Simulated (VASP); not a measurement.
Ca:

```xyz
1
Lattice="0.0000 2.7942 2.7942 2.7942 0.0000 2.7942 2.7942 2.7942 0.0000" Properties=species:S:1:pos:R:3 pbc="T T T"
Ca    0.0000    0.0000    0.0000
```

| Item | Value |
| --- | --- |
| Program | VASP 6.6.1 |
| Task | relaxation of cell and atoms |
| Functional | PBE |
| Potentials or basis | VASP PAW PBE potentials, release 64 (Ca_sv) |
| Cutoff | 520 eV |
| k mesh | 13 × 13 × 13 |
| Occupations | gaussian, width 0.1 eV |
| Spin | no spin polarisation |

At the start: pressure -0.6 GPa; volume 43.63 Å³/atom.

Q: Where does the relaxation end?

A: Over 3 steps the energy falls by 2.5 meV/atom and the volume is 42.14 Å³/atom (-3.4 %); space group Fm-3m (No. 225, to 0.05 Å).

The path:
```
step  energy change (eV)  largest force (eV/Å)  pressure (GPa)  volume (Å³)
   1              0.0000                0.0000           -0.56        43.63
   2             -0.0022                0.0000           -0.19        42.67
   3             -0.0025                0.0000            0.03        42.14
```

Final structure:
```
Ca
1.0
     0.00000    2.76201    2.76201
     2.76201    0.00000    2.76201
     2.76201    2.76201    0.00000
Ca
1
Direct
  0.00000 0.00000 0.00000
```
